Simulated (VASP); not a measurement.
# VCdCu: magnetic orders, part 4 of 6

Wanted: the lowest of several collinear orders of VCdCu. The cell is invented: it takes the structure of a Materials Project entry for TiCuSn (space group 186 there), with some of its atoms replaced by other elements, volume scaled by an estimate. It may not be a known or stable phase.

VASP 6.6.1, plane waves and PAW; the level of theory is named at each step.

Still holding for the runs below: The magnetic state follows from one typed start and may not be the lowest. The k-mesh is coarse for a metal. A U on the itinerant d states of such a compound is hard to justify; it moves the bands at the Fermi level and favours large moments.

So far, largest spin moment in the PAW sphere (μB): step 2 (relax in the ferromagnetic state, PBEsol, DFT+U) 3.12; step 3 (magnetic order, start order fm, signs ++++) 3.19. The relaxed cell has a = 4.548, c = 5.768 Å (conventional setting).

**4. Magnetic order, start order AFM 1, signs +-+-**

This step: PBEsol, DFT+U (Cu d 3 eV, V d 6 eV), spin-polarised, from moments of both signs; plane waves and PAW (Cd, Cu, V); invented cell (VASP 6.6.1).

INCAR reads:

```
SYSTEM = VCdCu
PREC = Accurate
ENCUT = 360
EDIFF = 1E-06
NELM = 150
ISMEAR = 1
SIGMA = 0.05
LREAL = .FALSE.
ALGO = Normal
GGA = PS
NBANDS = 37
ISPIN = 2
MAGMOM = 0 0 0.6 -0.6 2 -2
LDAU = .TRUE.
LDAUTYPE = 2
LDAUL = -1 2 2
LDAUU = 0 3 6
LDAUJ = 0 0 0
LDAUPRINT = 1
LASPH = .TRUE.
LMAXMIX = 4
LORBIT = 11
LWAVE = .FALSE.
LCHARG = .TRUE.
AMIX = 0.2
BMIX = 1E-04
AMIX_MAG = 0.8
BMIX_MAG = 1E-04
```

POSCAR reads:

```
VCdCu
1.0
    4.5483127724     -0.0000000498      0.0000000000
   -2.2741569730      3.9389543390      0.0000000000
    0.0000000000      0.0000000000      5.7678994470
Cd Cu V
2 2 2
Direct
    0.6666666700      0.3333333300      0.7576705251
    0.3333333300      0.6666666700      0.2576705251
    0.6666666700      0.3333333300      0.2576840445
    0.3333333300      0.6666666700      0.7576840445
    0.0000000000      0.0000000000      0.5066454303
    0.0000000000      0.0000000000      0.0066454303
```

KPOINTS reads:

```
Automatic mesh
0
Gamma
4 4 3
0 0 0
```

Potentials, in the order of the species: Cd, Cu and V (PBE family, release 64).

Started as:

```bash
$ mpirun -np 1 vasp_std
```

Log:

```text
[... set-up lines as in an earlier step ...]
 entering main loop
       N       E                     dE             d eps       ncg     rms          rms(c)
DAV:   1     0.509101189108E+03    0.50910E+03   -0.18824E+04  1224   0.148E+03
DAV:   2     0.638953382958E+02   -0.44521E+03   -0.42398E+03  1184   0.371E+02
DAV:   3    -0.150977232244E+02   -0.78993E+02   -0.74600E+02  1783   0.182E+02
DAV:   4    -0.195949369548E+02   -0.44972E+01   -0.44700E+01  1760   0.526E+01
DAV:   5    -0.196409710208E+02   -0.46034E-01   -0.45978E-01  1598   0.585E+00    0.182E+01
DAV:   6    -0.156352248228E+02    0.40057E+01   -0.22507E+01  1759   0.373E+01    0.120E+01
DAV:   7    -0.170824794536E+02   -0.14473E+01   -0.45747E+00  1984   0.227E+01    0.883E+00
DAV:   8    -0.175471105218E+02   -0.46463E+00   -0.21400E+00  1894   0.150E+01    0.479E+00
DAV:   9    -0.176276931535E+02   -0.80583E-01   -0.69811E-01  1904   0.762E+00    0.386E+00
DAV:  10    -0.178506351591E+02   -0.22294E+00   -0.92181E-01  1990   0.557E+00    0.238E+00
DAV:  11    -0.179303193827E+02   -0.79684E-01   -0.96921E-02  1728   0.189E+00    0.228E+00
DAV:  12    -0.180620904660E+02   -0.13177E+00   -0.16319E-01  2022   0.194E+00    0.222E+00
DAV:  13    -0.182240013657E+02   -0.16191E+00   -0.19445E-01  2083   0.214E+00    0.230E+00
DAV:  14    -0.180524164672E+02    0.17158E+00   -0.21630E-01  1987   0.320E+00    0.215E+00
DAV:  15    -0.179547624040E+02    0.97654E-01   -0.85521E-01  2096   0.403E+00    0.228E+00
DAV:  16    -0.179641561992E+02   -0.93938E-02   -0.21978E-02  1439   0.925E-01    0.227E+00
DAV:  17    -0.178195426491E+02    0.14461E+00   -0.11136E+00  2000   0.342E+00    0.248E+00
DAV:  18    -0.177200273693E+02    0.99515E-01   -0.42705E+00  1872   0.794E+00    0.535E+00
DAV:  19    -0.177486038644E+02   -0.28576E-01   -0.59775E+00  1958   0.597E+00    0.557E+00
DAV:  20    -0.176296207550E+02    0.11898E+00   -0.19605E+00  1824   0.630E+00    0.317E+00
DAV:  21    -0.175643363867E+02    0.65284E-01   -0.58766E-01  1832   0.413E+00    0.119E+00
DAV:  22    -0.174839971633E+02    0.80339E-01   -0.65288E-01  2000   0.264E+00    0.439E-01
DAV:  23    -0.174873428504E+02   -0.33457E-02   -0.33792E-01  1912   0.162E+00    0.738E-01
DAV:  24    -0.174773486603E+02    0.99942E-02   -0.20079E-01  2008   0.107E+00    0.230E-01
DAV:  25    -0.174807193512E+02   -0.33707E-02   -0.24874E-02  2128   0.566E-01    0.435E-01
DAV:  26    -0.174834940037E+02   -0.27747E-02   -0.97995E-02  2032   0.658E-01    0.493E-01
DAV:  27    -0.174777735023E+02    0.57205E-02   -0.88318E-02  1928   0.762E-01    0.171E-01
DAV:  28    -0.174781465379E+02   -0.37304E-03   -0.13656E-02  1808   0.360E-01    0.132E-01
DAV:  29    -0.174776675048E+02    0.47903E-03   -0.64994E-03  2080   0.204E-01    0.243E-02
DAV:  30    -0.174777390936E+02   -0.71589E-04   -0.11525E-03  1872   0.859E-02    0.485E-02
DAV:  31    -0.174777827922E+02   -0.43699E-04   -0.29572E-04  1744   0.725E-02    0.804E-02
DAV:  32    -0.174776817117E+02    0.10108E-03   -0.45654E-04  1667   0.522E-02    0.368E-02
DAV:  33    -0.174776699944E+02    0.11717E-04   -0.17743E-05  1340   0.179E-02    0.208E-02
DAV:  34    -0.174776639987E+02    0.59957E-05   -0.18765E-05   822   0.113E-02    0.141E-02
DAV:  35    -0.174776612040E+02    0.27947E-05   -0.20045E-05  1248   0.121E-02    0.374E-03
DAV:  36    -0.174776614244E+02   -0.22036E-06   -0.68022E-07   693   0.736E-03
   1 F= -.17477661E+02 E0= -.17475687E+02  d E =-.592204E-02  mag=     0.0000
```

It took 70 s on 1 MPI rank of Intel Xeon 6975P-C (Granite Rapids), shared host; peak memory 0.21 GiB.

Parts of OUTCAR (step 4):

```text
 Found      8 irreducible k-points:

   NELECT =      56.0000    total number of electrons

atom =   3  type =  2  l = 2

 onsite density matrix

spin component  1

  0.9248  0.0000  0.0000  0.0098 -0.0000
  0.0000  0.9338 -0.0000 -0.0000  0.0098
  0.0000 -0.0000  0.9289  0.0000 -0.0000
  0.0098 -0.0000  0.0000  0.9338 -0.0000
 -0.0000  0.0098 -0.0000 -0.0000  0.9248

spin component  2

  0.9248 -0.0000  0.0000 -0.0097 -0.0000
 -0.0000  0.9338  0.0000 -0.0000 -0.0097
  0.0000  0.0000  0.9289 -0.0000 -0.0000
 -0.0097 -0.0000 -0.0000  0.9338  0.0000
 -0.0000 -0.0097 -0.0000  0.0000  0.9248

 occupancies and eigenvectors

  o =  0.9185  v = -0.5510  0.4080  0.0000  0.3532 -0.6365  0.0000  0.0000  0.0000  0.0000  0.0000      0.0000  0.0000  0.0000  0.0000  0.0000  0.0000  0.0000  0.0000  0.0000  0.0000
  o =  0.9185  v =  0.6365  0.3532 -0.0000 -0.4080 -0.5510  0.0000  0.0000  0.0000  0.0000  0.0000      0.0000  0.0000  0.0000  0.0000  0.0000  0.0000  0.0000  0.0000  0.0000  0.0000
  o =  0.9186  v =  0.0000  0.0000  0.0000  0.0000  0.0000 -0.5512 -0.4078  0.0000 -0.3530 -0.6367      0.0000  0.0000  0.0000  0.0000  0.0000  0.0000  0.0000  0.0000  0.0000  0.0000
  o =  0.9186  v =  0.0000  0.0000  0.0000  0.0000  0.0000  0.6367 -0.3530 -0.0000  0.4077 -0.5512      0.0000  0.0000  0.0000  0.0000  0.0000  0.0000  0.0000  0.0000  0.0000  0.0000
  o =  0.9289  v =  0.0000  0.0000  1.0000 -0.0000 -0.0000  0.0000  0.0000  0.0000  0.0000  0.0000      0.0000  0.0000  0.0000  0.0000  0.0000  0.0000  0.0000  0.0000  0.0000  0.0000
  o =  0.9289  v =  0.0000  0.0000  0.0000  0.0000  0.0000  0.0000 -0.0000  1.0000  0.0000 -0.0000      0.0000  0.0000  0.0000  0.0000  0.0000  0.0000  0.0000  0.0000  0.0000  0.0000
  o =  0.9400  v =  0.0000  0.0000  0.0000  0.0000  0.0000 -0.3530  0.6367 -0.0000  0.5512 -0.4078      0.0000  0.0000  0.0000  0.0000  0.0000  0.0000  0.0000  0.0000  0.0000  0.0000
  o =  0.9400  v =  0.0000  0.0000  0.0000  0.0000  0.0000  0.4078  0.5512  0.0000 -0.6367 -0.3530      0.0000  0.0000  0.0000  0.0000  0.0000  0.0000  0.0000  0.0000  0.0000  0.0000
  o =  0.9401  v = -0.3532 -0.6365 -0.0000 -0.5510 -0.4080  0.0000  0.0000  0.0000  0.0000  0.0000      0.0000  0.0000  0.0000  0.0000  0.0000  0.0000  0.0000  0.0000  0.0000  0.0000
  o =  0.9401  v =  0.4080 -0.5510  0.0000  0.6365 -0.3532  0.0000  0.0000  0.0000  0.0000  0.0000      0.0000  0.0000  0.0000  0.0000  0.0000  0.0000  0.0000  0.0000  0.0000  0.0000

atom =   4  type =  2  l = 2

 onsite density matrix

spin component  1

  0.9248  0.0000  0.0000  0.0097 -0.0000
  0.0000  0.9338 -0.0000 -0.0000  0.0097
  0.0000 -0.0000  0.9289  0.0000 -0.0000
  0.0097 -0.0000  0.0000  0.9338 -0.0000
 -0.0000  0.0097 -0.0000 -0.0000  0.9248

spin component  2

  0.9248 -0.0000  0.0000 -0.0098 -0.0000
 -0.0000  0.9338  0.0000 -0.0000 -0.0098
  0.0000  0.0000  0.9289 -0.0000 -0.0000
 -0.0098 -0.0000 -0.0000  0.9338  0.0000
 -0.0000 -0.0098 -0.0000  0.0000  0.9248

 occupancies and eigenvectors

  o =  0.9185  v =  0.0000  0.0000  0.0000  0.0000  0.0000 -0.5510 -0.4080  0.0000 -0.3532 -0.6365      0.0000  0.0000  0.0000  0.0000  0.0000  0.0000  0.0000  0.0000  0.0000  0.0000
  o =  0.9185  v =  0.0000  0.0000  0.0000  0.0000  0.0000  0.6365 -0.3532 -0.0000  0.4080 -0.5510      0.0000  0.0000  0.0000  0.0000  0.0000  0.0000  0.0000  0.0000  0.0000  0.0000
  o =  0.9186  v = -0.5512  0.4078  0.0000  0.3530 -0.6367  0.0000  0.0000  0.0000  0.0000  0.0000      0.0000  0.0000  0.0000  0.0000  0.0000  0.0000  0.0000  0.0000  0.0000  0.0000
  o =  0.9186  v =  0.6367  0.3530 -0.0000 -0.4077 -0.5512  0.0000  0.0000  0.0000  0.0000  0.0000      0.0000  0.0000  0.0000  0.0000  0.0000  0.0000  0.0000  0.0000  0.0000  0.0000
  o =  0.9289  v =  0.0000  0.0000  0.0000  0.0000  0.0000  0.0000 -0.0000  1.0000  0.0000 -0.0000      0.0000  0.0000  0.0000  0.0000  0.0000  0.0000  0.0000  0.0000  0.0000  0.0000
  o =  0.9289  v =  0.0000  0.0000  1.0000 -0.0000 -0.0000  0.0000  0.0000  0.0000  0.0000  0.0000      0.0000  0.0000  0.0000  0.0000  0.0000  0.0000  0.0000  0.0000  0.0000  0.0000
  o =  0.9400  v = -0.3530 -0.6367 -0.0000 -0.5512 -0.4078  0.0000  0.0000  0.0000  0.0000  0.0000      0.0000  0.0000  0.0000  0.0000  0.0000  0.0000  0.0000  0.0000  0.0000  0.0000
  o =  0.9400  v =  0.4078 -0.5512  0.0000  0.6367 -0.3530  0.0000  0.0000  0.0000  0.0000  0.0000      0.0000  0.0000  0.0000  0.0000  0.0000  0.0000  0.0000  0.0000  0.0000  0.0000
  o =  0.9401  v =  0.0000  0.0000  0.0000  0.0000  0.0000 -0.3532  0.6365 -0.0000  0.5510 -0.4080      0.0000  0.0000  0.0000  0.0000  0.0000  0.0000  0.0000  0.0000  0.0000  0.0000
  o =  0.9401  v =  0.0000  0.0000  0.0000  0.0000  0.0000  0.4080  0.5510  0.0000 -0.6365 -0.3532      0.0000  0.0000  0.0000  0.0000  0.0000  0.0000  0.0000  0.0000  0.0000  0.0000

atom =   5  type =  3  l = 2

 onsite density matrix

spin component  1

  0.5213 -0.0000  0.0000 -0.0098 -0.0000
 -0.0000  0.6733  0.0000 -0.0000 -0.0098
  0.0000  0.0000  0.8958 -0.0000 -0.0000
 -0.0098 -0.0000 -0.0000  0.6733  0.0000
 -0.0000 -0.0098 -0.0000  0.0000  0.5213

spin component  2

  0.0184  0.0000  0.0000  0.0008 -0.0000
  0.0000  0.0264 -0.0000 -0.0000  0.0008
  0.0000 -0.0000  0.0226  0.0000 -0.0000
  0.0008 -0.0000  0.0000  0.0264 -0.0000
 -0.0000  0.0008 -0.0000 -0.0000  0.0184

 occupancies and eigenvectors

[...]
atom =   6  type =  3  l = 2

 onsite density matrix

spin component  1

  0.0184 -0.0000  0.0000 -0.0008 -0.0000
 -0.0000  0.0264  0.0000 -0.0000 -0.0008
  0.0000  0.0000  0.0226 -0.0000 -0.0000
 -0.0008 -0.0000 -0.0000  0.0264  0.0000
 -0.0000 -0.0008 -0.0000  0.0000  0.0184

spin component  2

  0.5213  0.0000  0.0000  0.0098 -0.0000
  0.0000  0.6733 -0.0000 -0.0000  0.0098
  0.0000 -0.0000  0.8958  0.0000 -0.0000
  0.0098 -0.0000  0.0000  0.6733 -0.0000
 -0.0000  0.0098 -0.0000 -0.0000  0.5213

 occupancies and eigenvectors

  o =  0.0184  v = -0.6516 -0.0720  0.0000 -0.0623 -0.7526  0.0000  0.0000  0.0000  0.0000  0.0000      0.0000  0.0000  0.0000  0.0000  0.0000  0.0000  0.0000  0.0000  0.0000  0.0000
  o =  0.0184  v =  0.7526 -0.0623 -0.0000  0.0720 -0.6516  0.0000  0.0000  0.0000  0.0000  0.0000      0.0000  0.0000  0.0000  0.0000  0.0000  0.0000  0.0000  0.0000  0.0000  0.0000
  o =  0.0226  v =  0.0000 -0.0000  1.0000  0.0000 -0.0000  0.0000  0.0000  0.0000  0.0000  0.0000      0.0000  0.0000  0.0000  0.0000  0.0000  0.0000  0.0000  0.0000  0.0000  0.0000
  o =  0.0265  v =  0.0623 -0.7526  0.0000 -0.6515  0.0720  0.0000  0.0000  0.0000  0.0000  0.0000      0.0000  0.0000  0.0000  0.0000  0.0000  0.0000  0.0000  0.0000  0.0000  0.0000
  o =  0.0265  v = -0.0720 -0.6515 -0.0000  0.7526  0.0623  0.0000  0.0000  0.0000  0.0000  0.0000      0.0000  0.0000  0.0000  0.0000  0.0000  0.0000  0.0000  0.0000  0.0000  0.0000
  o =  0.5207  v =  0.0000  0.0000  0.0000  0.0000  0.0000 -0.6532  0.0482  0.0000  0.0417 -0.7545      0.0000  0.0000  0.0000  0.0000  0.0000  0.0000  0.0000  0.0000  0.0000  0.0000
  o =  0.5207  v =  0.0000  0.0000  0.0000  0.0000  0.0000  0.7545  0.0417 -0.0000 -0.0482 -0.6532      0.0000  0.0000  0.0000  0.0000  0.0000  0.0000  0.0000  0.0000  0.0000  0.0000
  o =  0.6739  v =  0.0000  0.0000  0.0000  0.0000  0.0000  0.0417  0.7545 -0.0000  0.6532  0.0482      0.0000  0.0000  0.0000  0.0000  0.0000  0.0000  0.0000  0.0000  0.0000  0.0000
  o =  0.6739  v =  0.0000  0.0000  0.0000  0.0000  0.0000 -0.0482  0.6532  0.0000 -0.7545  0.0417      0.0000  0.0000  0.0000  0.0000  0.0000  0.0000  0.0000  0.0000  0.0000  0.0000
  o =  0.8958  v =  0.0000  0.0000  0.0000  0.0000  0.0000  0.0000 -0.0000  1.0000  0.0000 -0.0000      0.0000  0.0000  0.0000  0.0000  0.0000  0.0000  0.0000  0.0000  0.0000  0.0000

 E-fermi :   4.0316

 spin component 1
 k-point     1 :       0.0000    0.0000    0.0000
  band No.  band energies     occupation
    ...
     24       2.7018      1.00000
     25       3.1097      1.00000
     26       3.1097      1.00000
     27       3.4089      1.00000
     28       3.4090      1.00000
     29       6.6815      0.00000
     30       6.6815      0.00000
     31       7.5207      0.00000
     32       7.9325      0.00000
     33       7.9325      0.00000
    ...

 k-point     2 :       0.2500   -0.0000    0.0000
  band No.  band energies     occupation
    ...
     24       2.3460      1.00000
     25       2.9674      1.00000
     26       3.0862      1.00000
     27       3.2014      1.00000
     28       3.4281      1.00000
     29       4.4297     -0.00000
     30       5.2274      0.00000
     31       6.5587      0.00000
     32       7.0466      0.00000
     33       8.0645      0.00000
    ...

 k-point     3 :       0.5000   -0.0000    0.0000
  band No.  band energies     occupation
    ...
     25       2.7171      1.00000
     26       3.5325      1.00000
     27       3.5341      1.00000
     28       3.6438      1.00000
     29       3.8866      1.00016
     30       4.0445      0.29013
     31       5.2098      0.00000
     32       5.6151      0.00000
     33       7.6575      0.00000
     34       7.7423      0.00000
    ...

 k-point     4 :       0.2500    0.2500    0.0000
  band No.  band energies     occupation
    ...
     25       2.2521      1.00000
     26       2.5271      1.00000
     27       3.4364      1.00000
     28       3.7980      1.00000
     29       4.0085      0.84872
     30       4.3992     -0.00000
     31       6.2134      0.00000
     32       6.2977      0.00000
     33       6.3612      0.00000
     34       8.2924      0.00000
    ...

  Total       -3.2254555     -3.2254553     -2.3746563      0.0000005      0.0000000      0.0000000
  in kB      -50.0095204    -50.0095181    -36.8181862      0.0000080      0.0000000      0.0000000
  external PRESSURE =     -45.6124083 kB  Pullay stress =       0.0000000 kB

 POSITION                                       TOTAL-FORCE (eV/Angst)
 -----------------------------------------------------------------------------------
      2.27416      1.31298      4.37017         0.000000      0.000000     -0.011590
     -0.00000      2.62597      1.48622        -0.000000      0.000000     -0.011590
      2.27416      1.31298      1.48630         0.000000     -0.000000     -0.006544
     -0.00000      2.62597      4.37025        -0.000000     -0.000000     -0.006544
      0.00000      0.00000      2.92228         0.000000      0.000000      0.018134
      0.00000      0.00000      0.03833         0.000000      0.000000      0.018134
 -----------------------------------------------------------------------------------
    total drift:                                0.000004     -0.000002     -0.000633

  FREE ENERGIE OF THE ION-ELECTRON SYSTEM (eV)
  ---------------------------------------------------
  free  energy   TOTEN  =       -17.4776614244 eV

  energy  without entropy=      -17.4717393858  energy(sigma->0) =      -17.47568741

 total charge
# of ion       s       p       d       tot
------------------------------------------
    1        0.558   0.397   9.438  10.392
    2        0.558   0.397   9.438  10.392
    3        0.425   0.293   9.272   9.990
    4        0.425   0.293   9.272   9.990
    5        0.349   0.352   3.375   4.076
    6        0.349   0.352   3.375   4.076
--------------------------------------------------
tot          2.663   2.082  44.170  48.915

 magnetization (x)
# of ion       s       p       d       tot
------------------------------------------
    1        0.000  -0.000  -0.000  -0.000
    2       -0.000   0.000   0.000   0.000
    3       -0.000   0.000  -0.000   0.000
    4        0.000  -0.000   0.000  -0.000
    5        0.058   0.017   3.156   3.232
    6       -0.058  -0.017  -3.156  -3.232
--------------------------------------------------
tot          0.000   0.000   0.000   0.000

[... 9 parts as in an earlier step ...]

[... 5 further parts left out ...]
```

Numbers from this step:

```yaml
electronic_cycles: 36
free_energy_toten: -17.48 eV
energy_at_zero_smearing: -17.48 eV
fermi_energy: 4.032 eV
```

Spin moment in the PAW sphere by atom:

| atom | spin moment in the PAW sphere (μB) |
| --- | --- |
| Cd1 | 0.00 |
| Cd2 | 0.00 |
| Cu3 | 0.00 |
| Cu4 | 0.00 |
| V5 | 3.23 |
| V6 | -3.23 |

Spin density in the ac plane at fractional y = 0.333, with atoms of Cd and Cu within 0.2 Å of it.

Ten even steps from '0' (-0.059 e/Å³) to '9' (0.058 e/Å³), each cell a mean:
```
21001344555443
21112344555443
33233445444544
44444445444554
55665555555555
67776655555556
78887655444556
89998765545556
89998765545556
78987665444556
67777655455556
56665554555555
44444455444554
33333445444544
22122344555443
21012344555443
10001234455443
```
Columns run along a (4.5 Å), rows up along c (5.8 Å). Atoms in or near the plane, at fractional coordinates: Cd at (0.67, 0.76), Cu at (0.67, 0.26).

Valence density in the ac plane at fractional y = 0.333, with atoms of Cd and Cu within 0.2 Å of it. It is the smooth field of the valence electrons, not physical close to the nuclei.

Ten steps, logarithmic in the rise over the least value, from '_' (0 e/Å³) to '@' (15 e/Å³), each cell a mean:
```
______________....::....____
____________..::==++==--..__
____________::==**####++::..
__________..--++##%%%%**--..
__________..::++##%%%%**--..
____________::==******==::..
______________..------::..__
________________......______
____________________________
______________....::::..____
____________..::++**++--..__
____....____..==%%@@%%++::..
__......__..::++%%@@@@**::..
____..______..==##%%##++::..
______________..--====::..__
________________......______
____________________________
```
Columns run along a (4.5 Å), rows up along c (5.8 Å). Atoms in or near the plane, at fractional coordinates: Cd at (0.67, 0.76), Cu at (0.67, 0.26).

The largest moment at the end is 3.23 μB, and the moments of the cell sum to 0.00 μB.

(Part 4 of 6 ends here.)

[Lines on the potential files, build, host, timing and source positions are cut from VASP's logs without a mark.]

[Logs are printed without paths, hosts, clocks, repeated set-up lines and the standing remarks that a program may print on its own settings, such as how far it seeks lower states.]

[Hosts, paths, dates, database ids (printed as entryN), source tags and the programs' standing remarks are cut or masked in the printed files.]

[In band tables of VASP the shares of atoms and orbitals are scaled to a sum of 1 inside the atoms' spheres.]

[Runs that stopped without an error message from VASP are left out.]
